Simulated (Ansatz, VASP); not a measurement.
# Si54SeN71 (Se_N): VASP beside Ansatz

Wanted: the spread between two codes on one cell, functional and k mesh. The cell is taken from a series of runs on this material, whose earlier steps may have relaxed, scaled, displaced or heated it; both programs get it as it stands.

Method: plane waves, with VASP 6.6.1 beside it; single point at PBEsol, in Ansatz 0.2.0.

## 1. Set-up

The cell holds 126 atoms: 54 Si, 71 N and 1 Se. Its edges and angles: a = 13.206 Å, b = 13.206 Å, c = 8.731 Å, α = 90.0°, β = 90.0°, γ = 120.0°. It derives from Si3N4 (Si3N4 (P6_3/m)). Nearest the centre at fractional (0.576, 0.453, 0.583): Se126 at 0.57 Å, Si53 at 2.01 Å, Si32 at 2.19 Å, Si35 at 2.38 Å, N107 at 2.89 Å, N84 at 2.91 Å, N80 at 2.92 Å, N77 at 2.93 Å.

## 2. Ansatz: single point, PBEsol

Ansatz runs on its PAW soft_1 files.

With cell and atoms fixed, the geometry can't cause a difference; cores, projectors, grids and the points listed under the comparison can.

input.yaml

```yaml
crystal:
  checkpoint: "../qm1.relax.run"
  host: checkpoint
basis:
  ecutwfc: 420
  xc_grid: 2
hamiltonian:
  xc: pbesol
  pseudopotentials: { kind: paw, azcp: { folder: soft_1 }, xc_functional: pbe }
kpoints:
  mp_grid: { grid: [2, 2, 2], shift: [0.5, 0.5, 0.5] }
scf:
  occupations: { method: fermi_dirac, width: 0.01 }
  max_iter: 80
output:
  forces: true
  eigenvalues: true
  charged_corrections: { defect_position: [0.576408, 0.453208, 0.583333] }
checkpoint:
  read: "../qm1.relax.run"
  write: "../qm1.point_neutral.run"
  compress: false
  write_wavefunctions: false
  write_every: 100000
magnetization:
  spin_polarized: true
  initial_magnetization: 1
  spin_locking: { lock_magnetization: hard }
```

Command:

```
ansatz run input.yaml --threads 4 --pin off --max-ram 15073MiB --backend cpu --events-out ev --progress --plain --runs-dir out
```

Numbers of over 12 decimals in the logs are rounded to 6 here.

Log:

```text
checkpoint.read: neither the saved density nor the saved orbitals are used: the state is of another total charge, and does not settle where this run's electrons and spins go. The run starts from its atoms. Which states do: the manual's quickstart, A charge series.
crystal.checkpoint: the structure is that of <dir>, a `relax` run, at its step 19: its result, under pbesol at a charge of -1 e; 126 atoms read, 0 with a starting moment; this deck's charge is 0 e; no density is read with it (checkpoint.read); crystal.structure_sha256 for this input is
Engine: ansatz 0.2.0, aarch64-unknown-linux-gnu
Pseudopotentials: kind: paw
Pseudopotential: Si, paw, valence charge 4, recommended cutoff 420 eV (normal), soft_1/Si.paw.azcp
Pseudopotential: N, paw, valence charge 5, recommended cutoff 420 eV (normal), soft_1/N.paw.azcp
Pseudopotential: Se, paw, valence charge 16, recommended cutoff 420 eV (normal), soft_1/Se.paw.azcp
Functional definition: PBEsol
  exchange = pbesol_x
  correlation = pbesol_c
Crystal: 126 atoms, lattice volume = 1318.628 Å³
Basis set: ecut = 420 eV, 25805 PW (Γ), exchange–correlation on 180×180×120 points (8 copies of the dense FFT grid, shifted against one another)
Bands: 420, of which v1, the nominal top of the filled ones, is band 294 counted from 1 (293 counted from 0)
Symmetry: 1 space group operations
Space group: P1 (ITA 1), of the structure as read, at distance tolerance 1.1e-4 Å
Magnetic group: BNS 1.1 (UNI 1), of the structure as read, at distance tolerance 1.1e-4 Å
k-points: 4 of 8 (time reversal used)
Non-local potential: Si, projectors of the file, l = 0: 2, l = 1: 2, l = 2: 1
Non-local potential: N, projectors of the file, l = 0: 2, l = 1: 2, l = 2: 1
Non-local potential: Se, projectors of the file, l = 0: 2, l = 1: 2, l = 2: 3, l = 3: 1
PAW form: soft (Blöchl's): semilocal exchange-correlation on the pseudo side does not see the compensation charge
PAW frozen core: Si, regenerated for the run's functional, and the local potential with it (the file was generated under x = pbe(κ = 0.804, μ = 0.219515), c = pbe(β = 0.066725))
PAW frozen core: N, regenerated for the run's functional, and the local potential with it (the file was generated under x = pbe(κ = 0.804, μ = 0.219515), c = pbe(β = 0.066725))
PAW frozen core: Se, regenerated for the run's functional, and the local potential with it (the file was generated under x = pbe(κ = 0.804, μ = 0.219515), c = pbe(β = 0.066725))
PAW one-centre angular grid: Si, 110 points (default); XC on 64 Gauss nodes
PAW one-centre angular grid: N, 110 points (default); XC on 64 Gauss nodes
PAW one-centre angular grid: Se, 590 points (default); XC on 64 Gauss nodes
Initial density: superposition of atomic densities (chi_scale 0.1, normalization cell, long waves kept (reshape's long-wave potential 0.23 eV rms))
Starting moments: Σ|m| = 1 μB on 126 of 126 sites
Initial wavefunctions: pseudopotential atomic-orbital guess
Functional: x = pbesol(κ = 0.804, μ = 0.123457), c = pbesol(β = 0.046)
SCF iter   1: F=—  HF=-66095.910555 eV  |F-HF|=—  |Δ(HF+E_count)|=         —  Δρ=7.35e-2 (↑7.35e-2 ↓7.34e-2)  dr2=2.97e2  dr2_m=1.91e-1  M=1.000 μB ∫|m|=1.030 μB  β_m=0.30  ethr=3.10e-3  ⟨swp⟩=6.0  Hψ=15168  notcnv=0  defer=468
preconditioner: auto → Resta (q_TF=auto, 2.384 Å⁻¹)  ε∞=3.6  [insulator: Δε(μ)=0.937 eV  Ē_g=15.253 eV  σ=0.010 eV  W_gap=1.00  n_scr=282 (ndim 8)  ℏωp=24.6 eV  f_vac=0.009  D(μ)=0.00/eV (n_scr^D=0)  ε∞_Penn≈3.6]
spin=Collinear: Resta preconditioning applied to the charge; magnetization (m = ρ↑ − ρ↓) channel mixes plain (no charge-response kernel on spin).
SCF iter   2: F=—  HF=-66024.294573 eV  |F-HF|=—  |Δ(HF+E_count)|=    7.16e1  Δρ=3.76e-2 (↑3.76e-2 ↓3.75e-2)  dr2=7.53e1  dr2_m=8.75e-2  M=1.000 μB ∫|m|=1.024 μB  β_m=0.44  ethr=3.10e-3  ⟨swp⟩=3.0  Hψ=6236  notcnv=0  defer=968
SCF iter   3: F=—  HF=-66002.984678 eV  |F-HF|=—  |Δ(HF+E_count)|=    2.13e1  Δρ=1.39e-2 (↑1.39e-2 ↓1.38e-2)  dr2=5.54e0  dr2_m=1.32e-2  M=1.000 μB ∫|m|=1.031 μB  β_m=0.69  ethr=3.10e-3  ⟨swp⟩=4.0  Hψ=4817  notcnv=0  defer=968
SCF iter   4: F=—  HF=-66002.115952 eV  |F-HF|=—  |Δ(HF+E_count)|=   8.69e-1  Δρ=2.12e-3 (↑2.12e-3 ↓2.10e-3)  dr2=1.71e-1  dr2_m=8.44e-5  M=1.000 μB ∫|m|=1.046 μB  β_m=0.78  ethr=9.44e-4  ⟨swp⟩=4.1  Hψ=5786  notcnv=0  defer=962
SCF iter   5: F=—  HF=-66002.128729 eV  |F-HF|=—  |Δ(HF+E_count)|=   1.28e-2  Δρ=6.61e-4 (↑6.61e-4 ↓6.61e-4)  dr2=2.69e-2  dr2_m=1.13e-5  M=1.000 μB ∫|m|=1.044 μB  β_m=0.80  ethr=2.92e-5  ⟨swp⟩=3.8  Hψ=4813  notcnv=0  defer=962
SCF iter   6: F=—  HF=-66002.137208 eV  |F-HF|=—  |Δ(HF+E_count)|=   8.48e-3  Δρ=3.35e-4 (↑3.33e-4 ↓3.35e-4)  dr2=6.95e-3  dr2_m=3.88e-6  M=1.000 μB ∫|m|=1.044 μB  β_m=0.80  ethr=4.58e-6  ⟨swp⟩=3.4  Hψ=4793  notcnv=0  defer=962
[...]
k-point 2 ↑: bands = [... 290 lower, 7.8810, 8.1296, 8.1494, 8.8543, 12.6343, 12.8069, 12.8358, 12.8856, ... 122 higher]
  k-point 3 ↓: bands = [... 290 lower, 7.9138, 8.1338, 8.1532, 9.8458, 12.6775, 12.8486, 12.8623, 12.8922, ... 122 higher]
```

Reading the cycles: dr2 is the Hartree energy of the density residual (eV), the measure of convergence; HF is the Harris–Foulkes estimate of the energy, which meets the free energy F at convergence.

## 3. VASP: single point, PBEsol

The same cell, functional, mesh and smearing now go to VASP, with its own data sets.

Lines of VASP's logs that name or quote its potential files are left out, and so is its time.

INCAR

```
SYSTEM = Si54SeN71
PREC = Accurate
ENCUT = 520
EDIFF = 1E-06
NELM = 200
ISMEAR = -1
SIGMA = 0.01
LREAL = Auto
ALGO = Normal
GGA = PS
NBANDS = 384
ISPIN = 2
MAGMOM = 0 0 -0 0 0 0 0 0 0 0 0 0 0 0.01 0 0 0.04 0 0 0 0 0 0 -0 0 0 0 0 0 0.01 0 0 -0 0 0.07 0 0 0 0 0 0 0 0 0 0 0 0 0.01 0 0 -0 0 0 0 0 0.01 0 0 0 0.05 0 0 0 0 -0 0 0 0 -0 -0 0 -0 0 0 0.05 0 0.1 0 0 -0 -0 0 0 0.03 0 0 0 0 -0 0 0 0 -0 0 0 0 0 0 0.04 0 0 0 -0 -0 0 0 0 0 0 0 0 0 -0 0 0 -0 0 0 0 0 0 0 0 0 0 0
LORBIT = 11
LWAVE = .FALSE.
LCHARG = .FALSE.
ISIF = 2
ISYM = 0
NUPDOWN = 1
LASPH = .TRUE.
GGA_COMPAT = .FALSE.
KPAR = 4
```

POSCAR

```
Si54SeN71
1.0
   11.4366858822      6.6029736727      0.0000000000
  -11.4366858822      6.6029736727      0.0000000000
    0.0000000000      0.0000000000      8.7307673276
Si N Se
54 71 1
Direct
    0.0203966804      0.8087449753      0.2500293121
    0.3527216238      0.4714619202      0.2504689357
[... 9 atom lines left out ...]
    0.8606703487      0.5525294124      0.2455401659
[... 1 atom line left out ...]
    0.4409799904      0.3057110773      0.2520299279
[... 2 atom lines left out ...]
    0.6607817521      0.5332381888      0.1072751428
[... 2 atom lines left out ...]
    0.3517886643      0.4728899441      0.5830851660
    0.6850365355      0.1416693970      0.5835823486
[... 1 atom line left out ...]
    0.5466573552      0.6859303279      0.4169034049
    0.8793641339      0.3565230329      0.4158179643
[... 1 atom line left out ...]
    0.4692039707      0.1148995585      0.4166482664
    0.8090449218      0.7928456223      0.4174647134
    0.1827477522      0.2079070531      0.5839660645
[... 1 atom line left out ...]
    0.8666580563      0.5508805817      0.5872867748
[... 1 atom line left out ...]
    0.4181814843      0.2805681868      0.5865788866
[... 2 atom lines left out ...]
    0.6759240137      0.5518564044      0.3551967669
[... 2 atom lines left out ...]
    0.3535320746      0.4733185650      0.9175993544
[... 2 atom lines left out ...]
    0.5468923750      0.6862420030      0.7502433508
[... 2 atom lines left out ...]
    0.4709029695      0.1175955379      0.7534661379
    0.8093505733      0.7906032159      0.7507069163
[... 2 atom lines left out ...]
    0.8715443450      0.5492795770      0.9126357150
[... 1 atom line left out ...]
    0.4568068595      0.3173488411      0.9218740773
[... 2 atom lines left out ...]
    0.6596846578      0.5358981279      0.7767228437
[... 2 atom lines left out ...]
    0.3227589263      0.3280844106      0.2522345995
[... 3 atom lines left out ...]
    0.6674156011      0.6708296351      0.0728618383
[... 14 atom lines left out ...]
    0.7961518440      0.5427530949      0.0700309155
[... 1 atom line left out ...]
    0.5574071500      0.4418969985      0.2481706860
[... 1 atom line left out ...]
    0.0061366788      0.6707563201      0.5865682088
    0.3208721250      0.3287819123      0.5846165002
[... 3 atom lines left out ...]
    0.6696293903      0.6742032878      0.4208036354
    0.2128586454      0.4569401001      0.5828356982
    0.5450813728      0.1243106998      0.5845849964
    0.8837115554      0.7959974353      0.5838906327
[... 1 atom line left out ...]
    0.4233659124      0.5458132779      0.4175511295
    0.7563159016      0.2160247896      0.4173192080
[... 1 atom line left out ...]
    0.4320422965      0.2232353352      0.4138660073
[... 1 atom line left out ...]
    0.2137229827      0.0931922851      0.5843443011
    0.5423183374      0.7567393055      0.5839768737
    0.8794763081      0.4256601959      0.5853699621
[... 2 atom lines left out ...]
    0.8030450296      0.5551741649      0.4209812680
[... 3 atom lines left out ...]
    0.3332684331      0.3335748325      0.9179806881
[... 3 atom lines left out ...]
    0.6692886764      0.6700236757      0.7526067044
[... 4 atom lines left out ...]
    0.4248489077      0.5452644960      0.7493626734
[... 2 atom lines left out ...]
    0.4399184155      0.2304347285      0.7602641201
[... 6 atom lines left out ...]
    0.8002737439      0.5579567268      0.7548571677
[... 1 atom line left out ...]
    0.5824402362      0.4541869469      0.9307415919
[... 1 atom line left out ...]
    0.5978257296      0.4261559561      0.5711183213
```

KPOINTS

```
Points of the shifted mesh
8
Reciprocal
 0.2500000000  0.2500000000  0.2500000000 1
 0.2500000000  0.2500000000  0.7500000000 1
 0.2500000000  0.7500000000  0.2500000000 1
 0.2500000000  0.7500000000  0.7500000000 1
 0.7500000000  0.2500000000  0.2500000000 1
 0.7500000000  0.2500000000  0.7500000000 1
 0.7500000000  0.7500000000  0.2500000000 1
 0.7500000000  0.7500000000  0.7500000000 1
```

The projector-augmented-wave data sets are Si, N and Se (PBE family, release 64).

Command:

```
mpirun -np 16 vasp_std
```

Log:

```text
[banner, memory and clock lines left out]
running   16 mpi-ranks, on    1 nodes
[...]
|                                                                             |
|           W    W    AA    RRRRR   N    N  II  N    N   GGGG   !!!           |
|           W    W   A  A   R    R  NN   N  II  NN   N  G    G  !!!           |
|           W    W  A    A  R    R  N N  N  II  N N  N  G       !!!           |
|           W WW W  AAAAAA  RRRRR   N  N N  II  N  N N  G  GGG   !            |
|           WW  WW  A    A  R   R   N   NN  II  N   NN  G    G                |
|           W    W  A    A  R    R  N    N  II  N    N   GGGG   !!!           |
|                                                                             |
|     For optimal performance we recommend to set                             |
|       NCORE = 2 up to number-of-cores-per-socket                            |
|     NCORE specifies how many cores store one orbital (NPAR=cpu/NCORE).      |
|     This setting can greatly improve the performance of VASP for DFT.       |
[...]
|                                                                             |
|     You enforced a specific xc type in the INCAR file but a different       |
|     [... a line on the potential file left out ...]
|     I HOPE YOU KNOW WHAT YOU ARE DOING!                                     |
|                                                                             |

 LDA part: xc-table for (Slater+PW92), standard interpolation
 POSCAR, INCAR and KPOINTS ok, starting setup
[...]
entering main loop
       N       E                     dE             d eps       ncg     rms          rms(c)
DAV:   1     0.271344608390E+04    0.27134E+04   -0.28462E+05 12368   0.139E+03
DAV:   2    -0.941158705872E+03   -0.36546E+04   -0.35012E+04 15024   0.299E+02
DAV:   3    -0.120598488649E+04   -0.26483E+03   -0.26258E+03 14864   0.823E+01
DAV:   4    -0.121194269410E+04   -0.59578E+01   -0.59310E+01 15512   0.126E+01
[...]
DAV:  17    -0.107074334648E+04   -0.87455E-05   -0.93493E-06 14200   0.461E-03    0.417E-03
DAV:  18    -0.107074334797E+04   -0.14882E-05   -0.13194E-06  9704   0.199E-03    0.238E-03
DAV:  19    -0.107074334831E+04   -0.34051E-06   -0.70316E-07  9984   0.124E-03
   1 F= -.10707433E+04 E0= -.10707433E+04  d E =-.859363E-11  mag=     1.0000
```

Parts of OUTCAR (step 3):

```text
 magnetization (x)
# of ion       s       p       d       tot
------------------------------------------
    1        0.000   0.000   0.000   0.000
    2       -0.000   0.000   0.000   0.000
    3       -0.000  -0.000   0.000  -0.000
    4        0.000   0.000   0.000   0.000
    5        0.000   0.001   0.000   0.001
    6       -0.000  -0.000   0.000  -0.000
[...]
124        0.001   0.002   0.000   0.003
  125        0.000   0.000   0.000   0.000
  126        0.001   0.006   0.000   0.007
--------------------------------------------------
tot          0.107   0.458   0.000   0.566
```

The run ends at a pressure of 3.13 GPa, with forces up to 4.6 eV/Å.

## 4. Side by side

Known differences besides the potentials themselves: VASP starts from the moments at which Ansatz ended; the data sets hold 587 valence electrons in Ansatz (on its PAW soft_1 files) and 577 in VASP; the cutoff is 420 eV in Ansatz and 520 eV in VASP (PREC = Accurate, projectors in real space); Ansatz makes its cores anew for this functional, VASP keeps those of its PBE data sets; site moments are counted in spheres of each program's own size. Total energies have different zeros and are not compared.

Both answers:

```csv
quantity,Ansatz,VASP,difference
"total moment, fixed by the input (μB)",1.00,1.00,0.00
moment on Si35 (μB),0.07,0.13,-0.06
moment on N77 (μB),0.10,0.10,0.00
moment on Si17 (μB),0.04,0.06,-0.02
moment on N75 (μB),0.05,0.05,0.00
```

Forces on 10 of the 126 atoms, those with the largest forces and the largest differences (eV/Å; atoms numbered as in POSCAR):

```csv
atom,"Ansatz x, y, z","VASP x, y, z"
Si12,"2.510, 1.180, 0.127","2.526, 1.182, 0.123"
Si17,"-0.607, -1.909, -4.108","-0.612, -1.906, -4.102"
Si35,"-0.940, -1.315, 4.231","-0.937, -1.313, 4.218"
N60,"1.396, -0.337, 0.849","1.402, -0.342, 0.852"
N75,"-1.487, -0.622, 2.022","-1.498, -0.628, 2.025"
N77,"0.199, 3.129, -0.389","0.204, 3.118, -0.384"
N80,"0.108, 0.198, -0.039","0.089, 0.203, -0.039"
N99,"-1.108, -0.331, -2.021","-1.114, -0.336, -2.014"
N124,"0.050, 0.354, 0.330","0.051, 0.343, 0.344"
Se126,"0.048, 0.105, -0.128","0.064, 0.116, -0.150"
```

The forces differ by 3.9 meV/Å r.m.s., which is 0.8 % of the r.m.s. force of 0.489 eV/Å (both taken over all components).

## 5. What came out

```
r.m.s. force difference (single point, PBEsol) : 0.80 % of the r.m.s. force
```

What this shows: The r.m.s. force difference is 0.80 % of the r.m.s. force (single point, PBEsol), within the 3 % picked in this series as the mark of a large difference. The data sets hold unlike numbers of valence electrons (587 in Ansatz and 577 in VASP), so part of the differences comes from the potentials. How closely two codes agree says nothing of how well the functional describes the real material.

[Lines on the potential files, build, host, timing and source positions are cut from VASP's logs without a mark.]

[Logs are printed without paths, hosts, clocks, repeated set-up lines and the standing remarks that a program may print on its own settings, such as how far it seeks lower states.]

[Hosts, paths, dates, database ids (printed as entryN), source tags and the programs' standing remarks are cut or masked in the printed files.]
